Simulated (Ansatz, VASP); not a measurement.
# C3N4 in two plane-wave programs

Wanted: the spread between two codes on one cell, functional and k mesh. The cell is taken from a series of runs on this material, whose earlier steps may have relaxed, scaled, displaced or heated it; both programs get it as it stands.

Method: plane waves, with VASP 6.6.1 beside it; relaxation of cell and atoms at PBEsol, in Ansatz 0.2.0.

**1. Starting point**

The structure is cubic, space group P-43m (No. 215). The conventional cell has a = 3.430 Å, b = 3.430 Å, c = 3.430 Å, α = 90.00°, β = 90.00°, γ = 90.00°. C has 4 N at 1.48 Å nearest. Nearest to N lie 3 C at 1.48 Å. Farther neighbours and most contacts between anions are not listed.

Coordinates:

```xyz
7
Lattice="3.4301 0.0000 0.0000 0.0000 3.4301 0.0000 0.0000 0.0000 3.4301" Properties=species:S:1:pos:R:3 pbc="T T T"
C     0.0000    0.0000    1.7150
C     1.7150    0.0000    0.0000
C     0.0000    1.7150    0.0000
N     0.8439    0.8439    2.5862
N     2.5862    2.5862    2.5862
N     0.8439    2.5862    0.8439
N     2.5862    0.8439    0.8439
```

**2. VASP: relaxation of cell and atoms, PBEsol**

The relaxed volume is the usual yardstick between codes: in a stiff, nearly cubic crystal its relative difference is about their pressure difference at one cell divided by the bulk modulus.

Lines of VASP's logs that name or quote its potential files are left out, and so is its time.

Contents of INCAR:

```
SYSTEM = C3N4
PREC = Accurate
ENCUT = 600
EDIFF = 1E-07
NELM = 120
ISMEAR = 0
SIGMA = 0.02
LREAL = .FALSE.
ALGO = Normal
GGA = PS
NBANDS = 23
LORBIT = 11
LWAVE = .FALSE.
LCHARG = .FALSE.
ISIF = 3
IBRION = 2
NSW = 80
EDIFFG = -0.005
LASPH = .TRUE.
GGA_COMPAT = .FALSE.
NELMIN = 4
EFERMI = MIDGAP
KPAR = 2
```

Contents of POSCAR:

```
C3N4
1.0
    3.4300520000      0.0000000000      0.0000000000
    0.0000000000      3.4300520000      0.0000000000
    0.0000000000      0.0000000000      3.4300520000
C N
3 4
Direct
    0.0000000000      0.0000000000      0.5000000000
    0.5000000000      0.0000000000      0.0000000000
    0.0000000000      0.5000000000      0.0000000000
    0.2460280486      0.2460280486      0.7539719514
    0.7539719514      0.7539719514      0.7539719514
    0.2460280486      0.7539719514      0.2460280486
    0.7539719514      0.2460280486      0.2460280486
```

Contents of KPOINTS:

```
Automatic mesh
0
Gamma
8 8 8
0 0 0
```

The projector-augmented-wave data sets are C and N (PBE family, release 64).

Started as:

```sh
> mpirun -np 2 vasp_std
```

Numbers of over 12 decimals in the logs are rounded to 6 here.

The log of the run:

```text
[banner, memory and clock lines left out]
running    2 mpi-ranks, on    1 nodes
 distrk:  each k-point on    1 cores,    2 groups
 distr:  one band on    1 cores,    1 groups

 POSCAR found type information on POSCAR C N
 POSCAR found :  2 types and       7 ions
|                                                                             |
|               ----> ADVICE to this user running VASP <----                  |
|                                                                             |
|     You enforced a specific xc type in the INCAR file but a different       |
|     [... a line on the potential file left out ...]
|     I HOPE YOU KNOW WHAT YOU ARE DOING!                                     |
|                                                                             |

 LDA part: xc-table for (Slater+PW92), standard interpolation
 POSCAR, INCAR and KPOINTS ok, starting setup
 FFT: planning ... GRIDC
 FFT: planning ... GRID_SOFT
 FFT: planning ... GRID
 WAVECAR not read
 entering main loop
       N       E                     dE             d eps       ncg     rms          rms(c)
DAV:   1     0.137093056154E+03    0.13709E+03   -0.19701E+04  1610   0.156E+03
DAV:   2    -0.557856757842E+02   -0.19288E+03   -0.18379E+03  2207   0.351E+02
DAV:   3    -0.628188274621E+02   -0.70332E+01   -0.69774E+01  2093   0.653E+01
DAV:   4    -0.629065818324E+02   -0.87754E-01   -0.87533E-01  2121   0.722E+00
DAV:   5    -0.629086606441E+02   -0.20788E-02   -0.20776E-02  2081   0.876E-01    0.131E+01
DAV:   6    -0.602899299302E+02    0.26187E+01   -0.58940E+00  2077   0.168E+01    0.655E+00
DAV:   7    -0.600363842456E+02    0.25355E+00   -0.64539E-01  2096   0.598E+00    0.372E+00
DAV:   8    -0.599752520569E+02    0.61132E-01   -0.11984E-01  2053   0.232E+00    0.588E-01
DAV:   9    -0.599726738018E+02    0.25783E-02   -0.99264E-03  2076   0.861E-01    0.266E-01
DAV:  10    -0.599726449174E+02    0.28884E-04   -0.10847E-03  2051   0.246E-01    0.503E-02
DAV:  11    -0.599726276590E+02    0.17258E-04   -0.15455E-04  2046   0.908E-02    0.144E-02
DAV:  12    -0.599726309001E+02   -0.32411E-05   -0.95195E-06  2123   0.263E-02    0.693E-03
DAV:  13    -0.599726314410E+02   -0.54087E-06   -0.10025E-06  2058   0.794E-03    0.291E-03
DAV:  14    -0.599726314700E+02   -0.29059E-07   -0.12775E-07  1456   0.294E-03
   1 F= -.59972631E+02 E0= -.59972631E+02  d E =-.599726E+02
[...]
2 F= -.59972471E+02 E0= -.59972471E+02  d E =0.160367E-03
[...]
3 F= -.59972754E+02 E0= -.59972754E+02  d E =-.122382E-03
[...]
4 F= -.59972754E+02 E0= -.59972754E+02  d E =-.122349E-03
[...]
5 F= -.59972755E+02 E0= -.59972755E+02  d E =-.163140E-05
 trial-energy change:   -0.000002  1 .order   -0.000002   -0.000011    0.000007
 step:   0.5266(harm=  0.5266)  dis= 0.00010  next Energy=   -59.972757 (dE=-0.319E-05)
 bond charge predicted
       N       E                     dE             d eps       ncg     rms          rms(c)
DAV:   1    -0.599727574588E+02   -0.19449E-05   -0.27177E-04  1764   0.111E-01    0.686E-03
DAV:   2    -0.599727569457E+02    0.51319E-06   -0.35180E-06  2065   0.150E-02    0.294E-03
DAV:   3    -0.599727568525E+02    0.93166E-07   -0.35242E-07  1731   0.453E-03    0.108E-03
DAV:   4    -0.599727568802E+02   -0.27706E-07   -0.41817E-08  1239   0.173E-03
   6 F= -.59972757E+02 E0= -.59972757E+02  d E =-.306112E-05
 curvature:  -0.27 expect dE=-0.226E-07 dE for cont linesearch -0.271E-11
 trial: gam= 0.01038 g(F)=  0.186E-07 g(S)=  0.666E-07 ort = 0.112E-07 (trialstep = 0.808E+00)
 search vector abs. value=  0.868E-07
 reached required accuracy - stopping structural energy minimisation
```

Parts of OUTCAR (step 2):

```text
ion  position               nearest neighbor table
   1  0.000  0.000  0.500-   4 1.48   5 1.48   6 1.48   7 1.48
   2  0.500  0.000  0.000-   4 1.48   5 1.48   6 1.48   7 1.48
   3  0.000  0.500  0.000-   4 1.48   5 1.48   6 1.48   7 1.48
   4  0.246  0.246  0.754-   1 1.48   2 1.48   3 1.48
   5  0.754  0.754  0.754-   1 1.48   2 1.48   3 1.48
   6  0.246  0.754  0.246-   1 1.48   2 1.48   3 1.48
   7  0.754  0.246  0.246-   1 1.48   2 1.48   3 1.48

  LATTYP: Found a simple cubic cell.
 ALAT       =     3.4300520000

 Subroutine GETGRP returns: Found 24 space group operations
 (whereof 24 operations were pure point group operations)

The static configuration has the point symmetry T_d .

 Found     35 irreducible k-points:

   k-points           NKPTS =     35   k-points in BZ     NKDIM =     35   number of bands    NBANDS=     23

   dimension x,y,z NGX =    28 NGY =   28 NGZ =   28
   dimension x,y,z NGXF=    56 NGYF=   56 NGZF=   56

   ENCUT  =  600.0 eV  44.10 Ry    6.64 a.u.   6.85  6.85  6.85*2*pi/ulx,y,z

   NELECT =      32.0000    total number of electrons

 k-points in reciprocal lattice and weights: Automatic mesh
   0.00000000  0.00000000  0.00000000       0.002
   0.12500000  0.00000000  0.00000000       0.012
   0.25000000  0.00000000  0.00000000       0.012
   0.37500000  0.00000000  0.00000000       0.012
   0.50000000  0.00000000  0.00000000       0.006
   0.12500000  0.12500000  0.00000000       0.023
   0.25000000  0.12500000  0.00000000       0.047
   0.37500000  0.12500000  0.00000000       0.047
   0.50000000  0.12500000  0.00000000       0.023
[...]
0.50000000  0.50000000  0.37500000       0.012
   0.50000000  0.50000000  0.50000000       0.002

 average (electrostatic) potential at core
       1 -48.7122       2 -48.7122       3 -48.7122       4 -60.2508       5 -60.2508
       6 -60.2508       7 -60.2508

 E-fermi :  10.8908

 k-point     1 :       0.0000    0.0000    0.0000
  band No.  band energies     occupation
    ...
     12       3.1456      2.00000
     13       3.1456      2.00000
     14       9.6828      2.00000
     15       9.6828      2.00000
     16       9.6828      2.00000
     17      12.0987      0.00000
     18      12.0987      0.00000
     19      12.0987      0.00000
     20      14.9593      0.00000
     21      14.9593      0.00000
    ...

 k-point     2 :       0.1250    0.0000    0.0000
  band No.  band energies     occupation
    ...
     12       2.9805      2.00000
     13       2.9805      2.00000
     14       9.3284      2.00000
     15       9.4703      2.00000
     16       9.4703      2.00000
     17      12.1598      0.00000
     18      12.6783      0.00000
     19      12.6783      0.00000
     20      15.1695      0.00000
     21      15.4564      0.00000
    ...

 k-point     3 :       0.2500    0.0000    0.0000
  band No.  band energies     occupation
    ...
     12       2.7332      2.00000
     13       2.9955      2.00000
     14       8.3907      2.00000
     15       8.9533      2.00000
     16       8.9533      2.00000
     17      12.3667      0.00000
     18      14.2186      0.00000
     19      14.2186      0.00000
     20      15.4848      0.00000
     21      16.8042      0.00000
    ...

  Total        0.0017942      0.0017942      0.0017942      0.0000000      0.0000000      0.0000000
  in kB        0.0711314      0.0711314      0.0711314      0.0000000      0.0000000      0.0000000
  external PRESSURE =       0.0711314 kB  Pullay stress =       0.0000000 kB

  energy-cutoff  :      600.00
  volume of cell :       40.41
      direct lattice vectors                 reciprocal lattice vectors
     3.431685935 -0.000000000  0.000000000     0.291401958 -0.000000000 -0.000000000
     0.000000000  3.431685935 -0.000000000     0.000000000  0.291401958 -0.000000000
     0.000000000  0.000000000  3.431685935    -0.000000000  0.000000000  0.291401958

 POSITION                                       TOTAL-FORCE (eV/Angst)
 -----------------------------------------------------------------------------------
      0.00000      0.00000      1.71584         0.000000     -0.000000     -0.000000
      1.71584     -0.00000      0.00000         0.000000     -0.000000     -0.000000
      0.00000      1.71584     -0.00000        -0.000000     -0.000000     -0.000000
      0.84440      0.84440      2.58728         0.000179      0.000179     -0.000179
      2.58728      2.58728      2.58728        -0.000179     -0.000179     -0.000179
      0.84440      2.58728      0.84440         0.000179     -0.000179      0.000179
      2.58728      0.84440      0.84440        -0.000179      0.000179      0.000179
 -----------------------------------------------------------------------------------
    total drift:                               -0.000000     -0.000000     -0.000000

  FREE ENERGIE OF THE ION-ELECTRON SYSTEM (eV)
  ---------------------------------------------------
  free  energy   TOTEN  =       -59.9727568802 eV

  energy  without entropy=      -59.9727568802  energy(sigma->0) =      -59.97275688

 reached required accuracy - stopping structural energy minimisation

 total charge
# of ion       s       p       d       tot
------------------------------------------
    1        0.804   1.629   0.000   2.433
    2        0.804   1.629   0.000   2.433
    3        0.804   1.629   0.000   2.433
    4        1.208   2.686   0.000   3.893
    5        1.208   2.686   0.000   3.893
    6        1.208   2.686   0.000   3.893
    7        1.208   2.686   0.000   3.893
--------------------------------------------------
tot          7.241  15.629   0.000  22.870

[... 3 further parts left out ...]
```

The run keeps the 24 symmetry operations of its start, so it cannot find a distortion of lower symmetry.

(Continued in part 2 of 2.)

[Lines on the potential files, build, host, timing and source positions are cut from VASP's logs without a mark.]

[Logs are printed without paths, hosts, clocks, repeated set-up lines and the standing remarks that a program may print on its own settings, such as how far it seeks lower states.]

[Hosts, paths, dates, database ids (printed as entryN), source tags and the programs' standing remarks are cut or masked in the printed files.]
